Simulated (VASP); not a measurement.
Here is the system:

```
CELL_PARAMETERS angstrom
      4.63978     0.00000     0.00000
      0.00000     4.63978     0.00000
      0.00000     0.00000     4.63978
ATOMIC_POSITIONS crystal
  Ag 0.75000 0.25000 0.75000
  Ag 0.25000 0.75000 0.75000
  Ag 0.75000 0.75000 0.25000
  Ag 0.25000 0.25000 0.25000
  O  0.00000 0.00000 0.00000
  O  0.50000 0.50000 0.50000
```

These are LDA (Ceperley-Alder, Perdew-Zunger), VASP's LDA PAW potentials (set 64) (plane waves; VASP) values and carry that method's errors. Numerical set-up: 520 eV cut-off, 6×6×6 Γ-centred mesh, Gaussian smearing of 0.010 eV, potentials Ag O.

The dielectric response may not be converged in the k-mesh; for small gaps it tends to come out too large.

Question: The job: Ag2O (cuprite), 6 atoms, LDA, DFPT for ε, Born charges and Γ modes, 520 eV, 6×6×6 Γ-centred mesh. Roughly how much core time does it take on a busy server core?

Answer: About 10 core-minutes (one run on a shared machine, a rough figure). It had 20 irreducible k-points, 33 bands, up to 2730 plane waves and 149 electronic steps.

The compound is Ag2O in the cuprite structure. It was relaxed first, which changed the volume by -6 %.
